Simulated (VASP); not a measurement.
Computed with vdW-DF2, VASP's PBE PAW potentials (set 64) (plane waves; VASP 6.6.1).

VASP input:

**INCAR**
```
! general
SYSTEM  =Al
PREC    =Accurate
ENCUT   =520   ! plane-wave cut-off (eV)
LREAL   =.FALSE.   ! projection in real space or not
LASPH   =.TRUE.   ! aspherical one-centre terms

! electronic loop
EDIFF   =1E-6
NELM    =100
ALGO    =Normal

! smearing
ISMEAR  =1   ! Methfessel-Paxton
SIGMA   =0.1   ! width (eV)

! functional
GGA     =ML
LUSE_VDW=.TRUE.
AGGAC   =0.0
ZAB_VDW =-1.8867

! ions
IBRION  =2   ! conjugate gradients
NSW     =60
ISIF    =3
EDIFFG  =-0.01   ! ionic stop

! output
LWAVE   =.FALSE.
LCHARG  =.FALSE.
```

KPOINTS:
```
Automatic mesh
0
Gamma
14 14 14
0 0 0
```

### POSCAR
```
Al
1
   -0.0000000000     2.0409970874     2.0409970874
    2.0409970874    -0.0000000000     2.0409970874
    2.0409970874     2.0409970874    -0.0000000000
Al
1
Direct
  0.0000000000   0.0000000000   0.0000000000
```

POTCAR, in this order: Al (PBE.64 set). Program: vasp_std.

Problem. Predict the energy per atom (σ→0), band gap (on the k-mesh).

Solution. 
| Property | Result |
|---|---|
| energy per atom (σ→0) | -1.703 eV/atom |
| band gap (on the k-mesh) | none (metal, semimetal or under 0.01 eV) |

### OSZICAR
```
...
DAV:   4    -0.169262670328E+01   -0.87268E-04   -0.87267E-04  1405   0.230E-01
DAV:   5    -0.169262745752E+01   -0.75424E-06   -0.75335E-06  1430   0.175E-02    0.844E-01
DAV:   6    -0.169932036337E+01   -0.66929E-02   -0.39401E-03  1250   0.665E-01    0.548E-01
DAV:   7    -0.170299773799E+01   -0.36774E-02   -0.96458E-03  1210   0.109E+00    0.710E-02
DAV:   8    -0.170301389981E+01   -0.16162E-04   -0.10325E-04  1420   0.106E-01    0.266E-02
DAV:   9    -0.170303880824E+01   -0.24908E-04   -0.54497E-05  1210   0.719E-02    0.695E-03
DAV:  10    -0.170303847563E+01    0.33261E-06   -0.66609E-07  1270   0.985E-03
   1 F= -.17030385E+01 E0= -.17028527E+01  d E =-.170304E+01
```

The compound is Al in the fcc structure. It was relaxed first. The start is the result of an earlier pass.
